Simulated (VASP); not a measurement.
Here is the system:

```xyz
2
Lattice="0.0000 2.7050 2.7050 2.7050 0.0000 2.7050 2.7050 2.7050 0.0000" Properties=species:S:1:pos:R:3 pbc="T T T"
Zn     0.0000     0.0000     0.0000
S      1.3525     1.3525     1.3525
```

Method: PBE GGA + U (Dudarev), VASP's PBE PAW potentials (set 64) (plane waves; VASP). Run with 400 eV cut-off, 8×8×8 Γ-centred mesh, Gaussian smearing of 0.050 eV, potentials Zn S, U − J: Zn 6.00 eV.

Task: Give the stress tensor in GPa (positive for a compressed cell).

Result: 
```
-1.13   0.00   0.00
 0.00  -1.13   0.00
 0.00   0.00  -1.13
```
The pressure is its mean diagonal, -1.13 GPa.

The compound is ZnS in the zinc blende structure. The cell was not relaxed at this level. The run is one of a series of settings (LDAU = .TRUE., LDAUJ = 0 0, LDAUL = 2 -1, LDAUTYPE = 2, LDAUU = 6.0 0 against the base run), some of them coarse on purpose.
